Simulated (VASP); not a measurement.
Calculation: PBE GGA, VASP's PBE PAW potentials (set 64) (plane waves; VASP).

VASP input:

### KPOINTS_OPT
```
k-points along high-symmetry lines
6
Line-mode
Reciprocal
  0.000000   0.000000   0.000000 ! GAMMA
  0.500000   0.000000   0.000000 ! M

  0.500000   0.000000   0.000000 ! M
  0.333333   0.333333   0.000000 ! K

  0.333333   0.333333   0.000000 ! K
  0.000000   0.000000   0.000000 ! GAMMA

  0.000000   0.000000   0.000000 ! GAMMA
  0.000000   0.000000   0.500000 ! A

  0.000000   0.000000   0.500000 ! A
  0.500000   0.000000   0.500000 ! L

  0.500000   0.000000   0.500000 ! L
  0.333333   0.333333   0.500000 ! H

  0.333333   0.333333   0.500000 ! H
  0.000000   0.000000   0.500000 ! A

  0.500000   0.000000   0.500000 ! L
  0.500000   0.000000   0.000000 ! M

  0.333333   0.333333   0.500000 ! H
  0.333333   0.333333   0.000000 ! K
```

POSCAR:
```
CdSe
1.0
  4.3907780000   0.0000000000   0.0000000000
 -2.1953890000   3.8025250000   0.0000000000
  0.0000000000   0.0000000000  21.5453620000
Cd Se
6 6
Cart
  0.0000000000   0.0000000000   0.0000000000
  0.0000000000   0.0000000000  10.7726810000
  2.1953911954   1.2675070658  17.9526728865
 -0.0000021954   2.5350179342   7.1799918865
  2.1953911954   1.2675070658   3.5873027730
 -0.0000021954   2.5350179342  14.3599837730
  0.0000000000   0.0000000000  18.8435736052
  0.0000000000   0.0000000000   8.0708926052
  2.1953911954   1.2675070658  15.2508844917
 -0.0000021954   2.5350179342   4.4782034917
  2.1953911954   1.2675070658   0.8941325230
 -0.0000021954   2.5350179342  11.6668135230
```

**KPOINTS**
```
Automatic mesh
0
Gamma
4 4 1
0.5 0.5 0.5
```

**INCAR**
```
SYSTEM  =  CdSe
PREC  =  Accurate; ENCUT  =  300; LREAL  =  .FALSE.
LASPH  =  .TRUE.
EDIFF  =  1E-6; NELM  =  100; ALGO  =  Normal
LMAXMIX  =  4
ISMEAR  =  -1; SIGMA  =  0.05
GGA  =  PE
ISIF  =  2
LWAVE  =  .FALSE.; LCHARG  =  .FALSE.
```

POTCAR, in this order: Cd Se (PBE.64 set). Program: vasp_std.

### Question
What does the run give for the energy per atom (σ→0), band gap (over mesh and band path)?

### Answer

```
Item                                        Result
----------------------------------  --------------
energy per atom (σ→0)               -2.752 eV/atom
band gap (over mesh and band path)         0.49 eV
```

### OSZICAR
```
...
       N       E                     dE             ncg
       N       E                     dE             ncg
       N       E                     dE             ncg
       N       E                     dE             ncg
       N       E                     dE             ncg
       N       E                     dE             ncg
       N       E                     dE             ncg
       N       E                     dE             ncg
```

The structure was generated: CdSe was put into an ordered model structure, which need not be its known phase. The cell was not relaxed at this level.
